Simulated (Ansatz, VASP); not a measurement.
**Cross-check of Ta2SNO (Ta2NOS MXene, 1 layer) between VASP and Ansatz**

Aim: how closely do two programs agree when they are given the same cell, functional and k mesh? The structure shown is the start of the Ansatz relaxation below; VASP solves that cell, so the two are compared at the walk's first step.

Program: Ansatz 0.2.0. Level of theory: plane waves, with VASP 6.6.1 beside it; single point at PBE. Results are calculated unless marked as measured.

## (1) The structure

The cell holds 5 atoms: 1 S, 2 Ta, 1 N and 1 O. Cell: a = 3.155 Å, b = 3.155 Å, c = 22.533 Å, α = 90.0°, β = 90.0°, γ = 120.0°. Vacuum lies along c.

Coordinates:

```cif
data_structure
_symmetry_space_group_name_H-M 'P 1'
_symmetry_Int_Tables_number 1
_cell_length_a 3.1546
_cell_length_b 3.1546
_cell_length_c 22.5329
_cell_angle_alpha 90.000
_cell_angle_beta 90.000
_cell_angle_gamma 120.000
_cell_volume 194.19
loop_
_atom_site_label
_atom_site_type_symbol
_atom_site_fract_x
_atom_site_fract_y
_atom_site_fract_z
_atom_site_occupancy
S1 S 0.33333 0.66667 0.37723 1
Ta2 Ta 0.66667 0.33333 0.45832 1
Ta3 Ta 0.33333 0.66667 0.56880 1
N4 N 0.00000 0.00000 0.51356 1
O5 O 0.66667 0.33333 0.62277 1
```

## (2) Ansatz: relaxation, PBE

Ansatz runs on its default PAW (the set named soft_2) files.

The two programs are compared at the cell with which this relaxation starts, whose forces are those of its first step.

input.yaml reads:

```yaml
crystal:
  lattice:
    - [3.15458, 0.0, 0.0]
    - [-1.57729, 2.7319464183, 0.0]
    - [0.0, 0.0, 22.5329259387]
  atoms:
    - { symbol: S, position: [0.3333333333, 0.6666666667, 0.377225755] }
    - { symbol: Ta, position: [0.6666666667, 0.3333333333, 0.4583234488] }
    - { symbol: "N", position: [0.0, 0.0, 0.5135632001] }
    - { symbol: Ta, position: [0.3333333333, 0.6666666667, 0.5688029513] }
    - { symbol: O, position: [0.6666666667, 0.3333333333, 0.622774245] }
kpoints:
  mp_grid: { grid: [12, 12, 1] }
hamiltonian:
  xc: pbe
scf:
  occupations: { method: fermi_dirac, width: 0.05 }
  convergence: { dr2_threshold: 1.0e-08 }
efield:
  axis: 3
  dipole_correction: true
  ramp_position: 0.97
  ramp_width: 0.04
relax:
  f_tol: 0.01
  cell: { fix: [c, alpha, beta] }
output:
  write_potential: true
  write_density: true
  volumetric_format: npy
```

The run is started by

```bash
ansatz run input.yaml --threads 4 --pin off --max-ram 16384MiB --backend cpu --events-out ev --progress --plain --runs-dir out
```

Numbers of over 12 decimals in the logs are rounded to 6 here.

The log of the run:

```text
Warning: relax.cell: scf.convergence.dr2_threshold = 1e-8 eV is looser than the 5e-10 eV advised for a relaxation that steers and ends on the stress (1e-10 eV for each atom of the cell: 5). What an SCF threshold leaves in a stress goes as its square root, and in the free energy as the threshold itself, and one threshold admits the most on a small cell: [figures from the program's tests cut] Set scf.convergence.dr2_threshold to 5e-10 eV or tighter. The threshold is an SCF's pass mark: one that does not reach it within its budget of iterations ends unconverged, or closes short of it on a stop that the run arms, and scf.convergence.dr2_threshold's page says what that costs each kind of run
Engine: ansatz 0.2.0, aarch64-unknown-linux-gnu
Pseudopotentials: kind: paw
Pseudopotential: S, paw, valence charge 6, recommended cutoff 420 eV (normal), S.paw.azcp
Pseudopotential: Ta, paw, valence charge 13, recommended cutoff 420 eV (normal), Ta.paw.azcp
Pseudopotential: N, paw, valence charge 5, recommended cutoff 420 eV (normal), N.paw.azcp
Pseudopotential: O, paw, valence charge 6, recommended cutoff 420 eV (normal), O.paw.azcp
Functional definition: PBE
  parameter kappa = 0.804
  parameter beta = 0.066725
  exchange = pbe_x(kappa = kappa, mu = beta*pi^2/3)
  correlation = pbe_c(beta = beta)
Crystal: 5 atoms, lattice volume = 194.192 Å³
Basis set: ecut = 420 eV, 3759 PW (Γ), exchange–correlation on 48×48×320 points (8 copies of the dense FFT grid, shifted against one another)
Bands: 27, of which v1, the nominal top of the filled ones, is band 22 counted from 1 (21 counted from 0)
Symmetry: 6 space group operations
Space group: P3m1 (ITA 156), of the structure as read, at distance tolerance 5.8e-5 Å
k-points: 19 of 144 (time reversal used)
Non-local potential: S, projectors of the file, l = 0: 2, l = 1: 2, l = 2: 2
Non-local potential: Ta, projectors of the file, l = 0: 3, l = 1: 2, l = 2: 2, l = 3: 1
Non-local potential: N, projectors of the file, l = 0: 2, l = 1: 2, l = 2: 1
Non-local potential: O, projectors of the file, l = 0: 2, l = 1: 2, l = 2: 1
PAW form: soft (Blöchl's): semilocal exchange-correlation on the pseudo side does not see the compensation charge
PAW one-centre angular grid: S, 110 points (default); XC on 64 Gauss nodes
PAW one-centre angular grid: Ta, 590 points (default); XC on 64 Gauss nodes
PAW one-centre angular grid: N, 110 points (default); XC on 64 Gauss nodes
PAW one-centre angular grid: O, 110 points (default); XC on 64 Gauss nodes
Initial density: superposition of atomic densities (neutral atoms: chi_scale 0, normalization atom), corrected by the library's trained network
Initial wavefunctions: pseudopotential atomic-orbital guess
Functional: x = pbe(κ = 0.804, μ = 0.219515), c = pbe(β = 0.066725)
SCF iter   1: F=—  HF=-21721.981449 eV  |F-HF|=—  |Δ(HF+E_count)|=         —  Δρ=3.44e-3  dr2=4.48e-2  ethr=1.77e-3  p=-0.044 e·Å  D=-4.08e-2 V/Å  ΔV_dip=0.92 eV  dr2_dipole=6.24e-3  V_vac-E_F(+/−)=6.11/5.19 eV  ⟨swp⟩=8.9  Hψ=3043  notcnv=0
efield: sawtooth ramp at fractional position 0.9700 (set: `efield.ramp_position`, or a place that a band, a saddle search or an elastic batch's reference lends), width 0.0400; the density the first Hamiltonian is built on has a dipole p = -0.044 e·Å; the dipole correction subtracts the counter field D = -4.08e-2 V/Å, which shifts the + side's vacuum level by +0.92 eV against the − side's; the planar-averaged density in the ramp window peaks in size at 1.5e-5 e/Å³
preconditioner: auto → LDOS  [metal: Δε(μ)=0.055 eV  Ē_g=9.180 eV  σ=0.050 eV  W_gap=0.26  n_scr=14 (ndim 8)  ℏωp=13.8 eV  f_vac=0.623  D(μ)=1.60/eV (n_scr^D=8)  β→1.0]
SCF iter   2: F=—  HF=-21721.980922 eV  |F-HF|=—  |Δ(HF+E_count)|=   5.27e-4  Δρ=1.40e-3  dr2=1.75e-2  ethr=1.04e-4  p=-0.033 e·Å  D=-3.10e-2 V/Å  ΔV_dip=0.70 eV  dr2_dipole=1.17e-3  V_vac-E_F(+/−)=5.74/5.04 eV  ⟨swp⟩=2.8  Hψ=984  notcnv=0  defer=4
SCF iter   3: F=—  HF=-21721.979513 eV  |F-HF|=—  |Δ(HF+E_count)|=   1.41e-3  Δρ=4.33e-4  dr2=1.40e-3  ethr=4.08e-5  p=-0.034 e·Å  D=-3.18e-2 V/Å  ΔV_dip=0.72 eV  dr2_dipole=2.98e-5  V_vac-E_F(+/−)=5.85/5.13 eV  ⟨swp⟩=2.0  Hψ=677  notcnv=0  defer=4
SCF iter   4: F=—  HF=-21721.979397 eV  |F-HF|=—  |Δ(HF+E_count)|=   1.15e-4  Δρ=1.17e-4  dr2=3.79e-5  ethr=3.27e-6  p=-0.035 e·Å  D=-3.30e-2 V/Å  ΔV_dip=0.74 eV  dr2_dipole=1.68e-6  V_vac-E_F(+/−)=5.84/5.10 eV  ⟨swp⟩=2.4  Hψ=715  notcnv=0  defer=4
SCF iter   5: F=—  HF=-21721.979414 eV  |F-HF|=—  |Δ(HF+E_count)|=   1.70e-5  Δρ=3.06e-5  dr2=8.06e-7  ethr=8.81e-8  p=-0.035 e·Å  D=-3.27e-2 V/Å  ΔV_dip=0.74 eV  dr2_dipole=1.63e-8  V_vac-E_F(+/−)=5.84/5.10 eV  ⟨swp⟩=3.2  Hψ=1052  notcnv=0  defer=4
[...]
SCF 9 converged in 5 iterations: F = -21722.554319 eV  dr2 = 4.17e-10
relax step   9: F+E_penalty+E_count = -21722.55431917 eV  Δ(F+E_penalty+E_count) = +1.089e-4 eV  max|allowed force component| = 4.247e-3 eV/Å  Δτ_max = 0.0011 Å  P = -0.002 GPa  Ω = 201.579 Å³  energy of the carried Pulay correction = -1.507e-4 eV  fix = [c, alpha, beta]  reactions: c -0.003 GPa  (5 SCF iters, accepted)
iter 1 solved again at ethr=4.70e-7 eV; its pass at ethr=3.10e-3 eV (dr2=2.02e-4 eV) is discarded
SCF iter   1: F=—  HF=-21722.554353 eV  |F-HF|=—  |Δ(HF+E_count)|=         —  Δρ=2.40e-5  dr2=4.05e-8  ethr=4.70e-7  p=0.003 e·Å  D=2.66e-3 V/Å  ΔV_dip=-0.06 eV  dr2_dipole=2.00e-10  V_vac-E_F(+/−)=4.99/5.05 eV  ⟨swp⟩=4.1  Hψ=4573  notcnv=0
efield: sawtooth ramp at fractional position 0.9700 (set: `efield.ramp_position`, or a place that a band, a saddle search or an elastic batch's reference lends), width 0.0400; the density the first Hamiltonian is built on has a dipole p = 0.003 e·Å; the dipole correction subtracts the counter field D = 2.66e-3 V/Å, which shifts the + side's vacuum level by -0.06 eV against the − side's; the planar-averaged density in the ramp window peaks in size at 3.5e-6 e/Å³
eigensolver tolerance schedule: the retry pair's looser diagonalisation over-reported the residual by 4991.18 of it (diagonalisation noise at 3.11 of the residual, at the tolerance the schedule requests for it); recorded, not acted on — ethr = c·dr2/N_el stays at c = 1.0e-1
preconditioner: auto → LDOS  [metal: Δε(μ)=0.110 eV  Ē_g=9.563 eV  σ=0.050 eV  W_gap=0.48  n_scr=14 (ndim 8)  ℏωp=13.6 eV  f_vac=0.646  D(μ)=1.29/eV (n_scr^D=6)  β→1.0]
SCF iter   2: F=—  HF=-21722.554488 eV  |F-HF|=—  |Δ(HF+E_count)|=   1.35e-4  Δρ=4.59e-6  dr2=3.95e-8  ethr=9.42e-11  p=0.003 e·Å  D=2.66e-3 V/Å  ΔV_dip=-0.06 eV  dr2_dipole=6.86e-10  V_vac-E_F(+/−)=4.99/5.05 eV  ⟨swp⟩=4.7  Hψ=1704  notcnv=0
SCF iter   3: F=-21722.554488 eV  HF=-21722.554484 eV  |F-HF|=3.98e-6  |Δ(HF+E_count)|=   3.98e-6  Δρ=1.64e-6  dr2=9.80e-10  ethr=2.33e-11  p=0.003 e·Å  D=2.66e-3 V/Å  ΔV_dip=-0.06 eV  dr2_dipole=3.81e-12  V_vac-E_F(+/−)=4.99/5.05 eV  ⟨swp⟩=12.5  Hψ=4657  notcnv=0
SCF 10 converged in 3 iterations: F = -21722.554488 eV  dr2 = 9.80e-10
relax step  10: F+E_penalty+E_count = -21722.55448766 eV  Δ(F+E_penalty+E_count) = -1.685e-4 eV  max|allowed force component| = 4.266e-3 eV/Å  Δτ_max = 0.0000 Å  P = -0.002 GPa  Ω = 201.579 Å³  fix = [c, alpha, beta]  reactions: c -0.003 GPa  stress off target by 1.20e-3 GPa on what of the cell is left free  SCF on the basis re-selected at this cell (its energy is not comparable with the rows above)  (3 SCF iters)
basis re-selected at this cell: Δ(F+E_penalty+E_count) = -1.685e-4 eV, ΔP = +0.001 GPa vs the last step (what re-selecting the basis moved, of the pressure what is left beyond the Pulay correction that the steps carried, after the strain that the cell walked since its last selection, with what the two solves' SCF thresholds leave and, on support functions, any second-order correction that the steps lacked; it is no m [...]
WARN: The output density's exchange-correlation potential varies sharply where the density is thin. Do not read a vacuum level from v_tot or v_xc, or from such a field of the output density. On a cell that repeats whose density bears no net charge and no dipole along the vacuum's axis use v_es (v_loc + v_h of the components); under efield.dipole_correction with no amplitude use v_es + v_field, which holds any externa [...]
SCF converged after 3 iterations
Free energy (F): -21722.554488 eV
Harris-Foulkes:  -21722.554484 eV  (|F-HF|=3.98e-6)
Internal energy: -21722.543984 eV  (E = F + TS)
E sigma→0 (E₀):  -21722.549236 eV
Entropy (-TS):   -0.010504 eV (-2.101 meV/atom)
Fermi energy:    1.636342 eV
Dipole field:    D = 0.002655 V/Å  (p = 0.002958 e·Å, saw-weighted, corrected)
Work function:   Φ+ = 4.9921 eV   Φ− = 5.0519 eV
Levels:          The Fermi level and band energies are counted from a zero that moves with the ramp; work functions are not
--- Per-component energies (eV) ---
  E_band       = -840.140724
  E_kinetic    = 1147.247959
  E_local      = -40405.723076  (includes V_loc(G=0)·N_el)
  E_nonlocal   = 150.420886
  E_hartree    = 19610.994615
  E_xc         = -669.403598
  E_vxc        = -668.119937  (∫ρ·V_xc dr)
  E_paw        = -17678.906987  (= ΣΔE_a)
  E_vpaw       = -285.908841  (= ΣTr[D̂ρ^β])
  E_aug_tail   = 0.002880  (compensation charges beyond the density's cutoff)
  E_efield     = 0.000004  (sawtooth field / dipole correction)
  E_vefield    = -0.050005  (∫n·V_field dr)
  E_ewald      = 16122.823335
  E_smearing   = -0.010504  (= −TS)
  E_closure    = -0.000000  (closes the sum)
  Σ components = -21722.554488   (vs F -21722.554488, Δ=0.00e0)
--- Forces (eV/Å), atoms counted from 1 ---
  atom   1  S      0.00000000     0.00000000    -0.00013412
  atom   2  Ta     0.00000000    -0.00000000     0.00233816
  atom   3  N      0.00000000    -0.00000000     0.00026662
  atom   4  Ta     0.00000000    -0.00000000    -0.00426846
  atom   5  O      0.00000000    -0.00000000     0.00178333
  max |Σ_I F_I| component: 1.45e-5 eV/Å
--- Stress (GPa, compression-positive) ---
       -0.001200       0.000000       0.000000
        0.000000      -0.001200      -0.000000
        0.000000      -0.000000      -0.003429
  P = ⅓ Tr σ = -0.0019 GPa (-0.019 kbar)
--- Band table (eV; the first three rows and the last of 19) ---
  k-point 0: bands = [... 18 lower, -0.0843, -0.0843, 0.4211, 0.4211, 1.0078, 2.5262, 2.9980, 2.9980, ... 1 higher]
  k-point 1: bands = [... 18 lower, -0.6178, -0.3900, 0.4314, 0.8403, 1.2494, 2.6177, 3.0835, 3.1474, ... 1 higher]
  k-point 2: bands = [... 18 lower, -1.0912, -0.6479, 0.0078, 1.3764, 1.7132, 2.7785, 3.4365, 3.5419, ... 1 higher]
  k-point 18: bands = [... 18 lower, -2.7712, -2.2561, 1.1505, 1.8793, 2.1296, 3.7993, 4.1808, 4.4565, ... 1 higher]
--- Relaxed structure (8 steps of the walk, 7 accepted, 2 SCFs on fresh bases) ---
  F+E_penalty+E_count = -21722.55448766 eV   max|allowed force component| = 4.266e-3 eV/Å   (the final SCF, on the basis selected at the relaxed cell)
  cell:  # Å, volume = 201.5789 Å³
    - [3.214019, 0, 0]
    - [-1.607010, 2.783422, 0]
    - [0, 0, 22.5329259387]
  atoms:
    - { symbol: S, position: [0.333333, 0.666667, 0.388643] }
    - { symbol: Ta, position: [0.666667, 0.333333, 0.460523] }
    - { symbol: N, position: [0, 0, 0.515611] }
    - { symbol: Ta, position: [0.333333, 0.666667, 0.564827] }
    - { symbol: O, position: [0.666667, 0.333333, 0.611085] }
```

[end of part 1 of 2]

[Lines on the potential files, build, host, timing and source positions are cut from VASP's logs without a mark.]

[Logs are printed without paths, hosts, clocks, repeated set-up lines and the standing remarks that a program may print on its own settings, such as how far it seeks lower states.]

[Hosts, paths, dates, database ids (printed as entryN), source tags and the programs' standing remarks are cut or masked in the printed files.]
